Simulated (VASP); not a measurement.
An input for Quantum ESPRESSO's pw.x (written as the equivalent of a VASP run, and not itself run):

```
&CONTROL
  calculation = 'vc-relax'
  pseudo_dir = './pseudo'
  outdir = './out'
  tprnfor = .true.
  tstress = .true.
  nstep = 60
  forc_conv_thr = 0.00078
/
&SYSTEM
  ibrav = 0
  nat = 8
  ntyp = 3
  ecutwfc = 84
  occupations = 'smearing'
  smearing = 'gaussian'
  degauss = 0.003675
  input_dft = 'pz'
/
&ELECTRONS
  conv_thr = 7.3e-08
  electron_maxstep = 100
/
&IONS
/
&CELL
/
ATOMIC_SPECIES
  Mg 24.305 Mg.upf
  Zn 65.380 Zn.upf
  O 15.999 O.upf
CELL_PARAMETERS angstrom
     2.9474235    0.0000000    0.0000000
     0.0000000    2.9474235    0.0000000
     0.0000000    0.0000000    8.3247042
ATOMIC_POSITIONS crystal
  Mg   0.5000000  0.5000000  0.7504236
  Mg   0.5000000  0.5000000  0.2495764
  Mg   0.0000000  0.0000000  0.5000000
  Zn   0.0000000  0.0000000  0.0000000
  O    0.0000000  0.0000000  0.2527496
  O    0.0000000  0.0000000  0.7472504
  O    0.5000000  0.5000000  0.0000000
  O    0.5000000  0.5000000  0.5000000
K_POINTS automatic
  7 7 3 0 0 0
```

### Question
Translate this input to VASP (INCAR, KPOINTS, POSCAR, choice of POTCAR).

### Answer
One answer among several that fit: 
File POSCAR:
```
Mg3ZnO4
1
    2.9474235064     0.0000000000     0.0000000000
    0.0000000000     2.9474235064     0.0000000000
    0.0000000000     0.0000000000     8.3247042253
Mg Zn O
3 1 4
Direct
  0.5000000000   0.5000000000   0.7504236433
  0.5000000000   0.5000000000   0.2495763567
  0.0000000000   0.0000000000   0.5000000000
  0.0000000000   0.0000000000   0.0000000000
  0.0000000000   0.0000000000   0.2527495778
  0.0000000000   0.0000000000   0.7472504222
  0.5000000000   0.5000000000   0.0000000000
  0.5000000000   0.5000000000   0.5000000000
```

### KPOINTS
```
Automatic mesh
0
Gamma
7 7 3
0 0 0
```

INCAR:
```
! general
SYSTEM  = Mg3ZnO4
PREC    = Accurate
ENCUT   = 520
LREAL   = .FALSE.   ! projection in real space or not
LASPH   = .TRUE.

! electronic loop
EDIFF   = 1E-6   ! SCF stop (eV)
NELM    = 100   ! most electronic steps
ALGO    = Normal   ! blocked Davidson
LMAXMIX = 4   ! l cut-off of mixed one-centre charges

! smearing
ISMEAR  = 0   ! Gaussian
SIGMA   = 0.05

! ions
IBRION  = 2   ! conjugate gradients
NSW     = 60   ! most ionic steps
ISIF    = 3   ! ions, shape and volume
EDIFFG  = -0.02

! output
LWAVE   = .FALSE.
LCHARG  = .FALSE.
```

POTCAR, in this order: Mg Zn O (LDA.64 set). Program: vasp_std.

What does not carry over: the potentials are each code's own (VASP's PAW set, PseudoDojo norm-conserving files in pw.x), so ENCUT and ecutwfc are chosen apart and not converted; conv_thr bounds pw.x's estimated SCF error, while EDIFF bounds the energy change between steps; forc_conv_thr acts on force components and is met together with etot_conv_thr.

The structure comes from a computed database's Mg3ZnO4 entry (P4/mmm); how it stands against other phases isn't given here. It was relaxed first, which changed the volume by -8 %. The start is the result of an earlier pass.
